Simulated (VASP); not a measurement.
Energy against volume of CdS (wurtzite). Computed with rev-vdW-DF2, VASP's PBE PAW potentials (set 64) (plane waves; VASP). Numerical set-up: 520 eV cut-off, 6×6×4 Γ-centred mesh, Gaussian smearing of 0.050 eV, potentials Cd S.

Shape and ions are relaxed at each volume.

| V (Å³/atom) | E (eV/atom) |
|---|---|
| 24.060 | -0.95170 |
| 24.828 | -0.96582 |
| 25.596 | -0.97026 |
| 26.364 | -0.96655 |

Fit these four points and predict the energy of the run at 27.131 Å³/atom.

A cubic in V^(−2/3), the third-order Birch-Murnaghan form, passes through the four points with V0 = 25.61 Å³/atom and B0 = 56 GPa, and gives -0.9560 eV/atom there. The run gave -0.9559 eV/atom, +0.0 meV/atom from the fit; all five points give B0 = 57 GPa.

The compound is CdS in the wurtzite structure. It was relaxed first.
